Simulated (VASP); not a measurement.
Data:

```xyz
2
Lattice="1.4448 -2.5024 0.0000 1.4448 2.5024 0.0000 0.0000 0.0000 2.8191" Properties=species:S:1:pos:R:3 pbc="T T T"
W      0.0000     0.0000     0.0000
C      1.4448     0.8341     1.4095
```

Level of theory: LDA (Ceperley-Alder, Perdew-Zunger), VASP's LDA PAW potentials (set 64) (plane waves; VASP). Numerical set-up: 620 eV cut-off, 14×14×13 Γ-centred mesh, first-order Methfessel-Paxton smearing of 0.10 eV, potentials W_sv C.

Q: The ions, cell shape and volume at an external pressure of 5.0 GPa are relaxed. What does this cell relax into?

A: 
```xyz
2
Lattice="1.4385 -2.4916 0.0000 1.4385 2.4916 0.0000 0.0000 0.0000 2.8098" Properties=species:S:1:pos:R:3 pbc="T T T"
W      1.4385    -2.4916     0.0000
C      1.4385     0.8305     1.4049
```
Space group P-6m2 (187), at a tolerance of 0.03 Å.

Q: How do energy and volume change from the first to the last step?

A: The energy (σ→0) changes by +1.9 meV/atom and the volume by -1.2 %, in 6 ionic steps.

The compound is WC in the wc structure. This run relaxes it under an external pressure of 5 GPa. Symmetry was kept, so distortions that lower it aren't found.
